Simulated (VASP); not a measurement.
Data:

```
CoSi2
1.0
    0.00000     2.65582     2.65582
    2.65582     0.00000     2.65582
    2.65582     2.65582     0.00000
Co Si
1 2
Direct
  0.00000   0.00000   0.00000
  0.25000   0.25000   0.25000
  0.75000   0.75000   0.75000
```

These are r2SCAN meta-GGA, VASP's PBE PAW potentials (set 64) (plane waves; VASP 6.6.1) values and carry that method's errors. Settings: 480 eV cut-off, 10×10×10 Γ-centred mesh, first-order Methfessel-Paxton smearing of 0.10 eV, potentials Co Si.

Stress in GPa, positive for a compressed cell; the cube axes lie along x, y and z, and the ions stay on their sites.

```
strain                                      σxx    σyy    σzz
----------------------------------------  -----  -----  -----
none                                       0.25   0.25   0.25
εxx = +1.0 %, εyy = +1.0 %, εzz = +1.0 %  -5.33  -5.33  -5.33
εyy = -0.5 %, εzz = -0.5 %                 1.94   2.47   2.47
εyy = -1.0 %, εzz = -1.0 %                 3.71   4.84   4.84
```

Problem. Fit C11 and C12 to these rows, and predict the stress for εxx = -1.5 %, εzz = -1.5 %.

Solution. Least squares on Δσ_i = −C11 ε_i − C12 (ε_j + ε_k) over all components shown gives C11 = 269 GPa and C12 = 157 GPa, and so σxx, σyy, σzz = 6.64, 4.96, 6.64 GPa. The run gave 7.34, 5.52, 7.34 GPa; the difference holds the non-linear terms and numerical noise.

Left out are shears, moved atoms, failed runs and, from the fit, strains over 2.5 %.

The compound is CoSi2 in the fluorite structure. The run is not spin-polarised, so no magnetic state was tried. The electron count is odd and the run is not spin-polarised, which forces a metal.
